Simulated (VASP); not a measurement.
Crystal: Be3BAs3.

```
CELL_PARAMETERS angstrom
3.79446 0.00000 0.00000
0.00000 3.79446 0.00000
0.00000 0.00000 8.13353
ATOMIC_POSITIONS crystal
Be 0.50000 0.50000 0.70331
Be 0.50000 0.50000 0.29669
Be 0.00000 0.00000 0.00000
B 0.50000 0.50000 0.00000
As 0.00000 0.50000 0.00000
As 0.50000 0.00000 0.00000
As 0.50000 0.50000 0.50000
```

The cell was built by a generator and needn't be a form met in nature.

The cell isn't the ideal one: random cell by space group and Wyckoff sites (P4/mmm, No. 123).

* Program: VASP 6.6.1
* Task: relaxation of cell and atoms
* Functional: PBE
* Potentials or basis: VASP PAW PBE potentials, release 64 (Be, B, As)
* Cutoff: 600 eV
* k mesh: 4 × 4 × 2
* Occupations: gaussian, width 0.1 eV
* Spin: no spin polarisation

At the start: pressure 49.0 GPa; volume 16.73 Å³/atom.

Question: Where does the relaxation end?

Answer: Over 11 steps the energy falls by 1609.3 meV/atom and the volume is 22.78 Å³/atom (+36.1 %); space group P4/mmm (No. 123, to 0.05 Å).

Step by step:
```csv
step,energy change (eV),largest force (eV/Å),pressure (GPa),volume (Å³)
1,0.0000,11.4576,48.96,117.11
2,-7.7663,0.5867,-8.82,226.14
3,-9.2489,0.9845,-3.16,174.23
4,-10.9690,1.4430,-2.44,168.05
5,-11.1312,1.4463,-1.43,165.71
6,-11.1343,1.4304,-1.22,165.30
7,-11.2431,0.3124,-0.07,160.53
8,-11.2464,0.0421,-0.27,161.21
9,-11.2644,0.0062,-0.25,160.27
10,-11.2644,0.0065,-0.25,160.27
11,-11.2650,0.0019,0.01,159.43
```

Final structure:
```xyz
7
Lattice="4.5657 0.0000 0.0000 0.0000 4.5657 0.0000 0.0000 0.0000 7.6484" Properties=species:S:1:pos:R:3 pbc="T T T"
Be    2.2828    2.2828    5.8585
Be    2.2828    2.2828    1.7899
Be    0.0000    4.5657    0.0000
B     2.2828    2.2828    0.0000
As    0.0000    2.2828    0.0000
As    2.2828    4.5657    0.0000
As    2.2828    2.2828    3.8242
```

Caveat: the k mesh is coarse (spacing up to 0.41 Å⁻¹), so the values aren't converged; the volume moved by over 15 % at a fixed basis, so the end points are rough.
